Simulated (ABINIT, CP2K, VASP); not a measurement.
SiF: equilibrium volume by level of theory

It takes space group Pm-3m (No. 221, cubic). Conventional cell: a = 3.029 Å, b = 3.029 Å, c = 3.029 Å, α = 90.00°, β = 90.00°, γ = 90.00°. Around Si (site symmetry m-3m) lie 8 F at 2.62 Å. Around F (site symmetry m-3m) lie 8 Si at 2.62 Å.

The cell comes from a database or a generator and needn't be the stable form of this composition.

```csv
rung,level,program and potentials,cutoff (eV),k mesh,smearing,task,equilibrium volume (Å³/atom),notes
GGA,AM05,"VASP, PBE PAW files F, Si, 600 eV",600,9 × 9 × 9,fermi-dirac 0.05,relaxation of cell and atoms,13.21,potentials made for PBE
GGA,PBE,"CP2K, POTENTIAL_UZH Si GTH-PBE-q4, F GTH-PBE-q7; TZVP-MOLOPT-PBE-GTH basis",-,9 × 9 × 9,fermi-dirac 0.05,equation of state,13.94,atomic basis
GGA,PBE,"VASP, PBE PAW files F, Si, 520 eV",520,9 × 9 × 9,fermi-dirac 0.05,equation of state,13.93,-
GGA + dispersion,PBE+D3(BJ),"ABINIT, PseudoDojo NC SR PBE v0.4.1 standard",1143,7 × 7 × 7,fermi-dirac 0.05,relaxation of cell and atoms,13.57,-
GGA + dispersion,PBE+D3(BJ),"VASP, PBE PAW files F, Si, 600 eV",600,9 × 9 × 9,fermi-dirac 0.05,relaxation of cell and atoms,13.59,-
GGA + dispersion,PBE+D4,"VASP, PBE PAW files F, Si, 600 eV",600,9 × 9 × 9,fermi-dirac 0.05,relaxation of cell and atoms,13.86,-
GGA,PBEsol,"CP2K, POTENTIAL_UZH Si GTH-PBE-q4, F GTH-PBE-q7; TZVP-MOLOPT-PBE-GTH basis",-,9 × 9 × 9,fermi-dirac 0.05,equation of state,13.36,atomic basis; potentials made for PBE
meta-GGA,r2SCAN,"VASP, PBE PAW files F, Si, 600 eV",600,9 × 9 × 9,gaussian 0.05,relaxation of cell and atoms,13.83,potentials made for PBE
```

All rows: no spin polarisation. Smearing widths are in eV. For a metal such meshes aren't converged. Meshes differ between rows, which moves values too. Meshes are those of the run's cell of 2 atoms unless a note names another. Relaxations start from the cell shown or near it and stop with a little pressure left. Runs on faulty files, with rough fits or with known faults for this quantity aren't shown. No row holds spin-orbit coupling.

By rung: GGA 13.21 to 13.93; GGA + dispersion 13.57 to 13.86; meta-GGA 13.83; GGA in atomic bases 13.36 to 13.94 (Å³/atom).
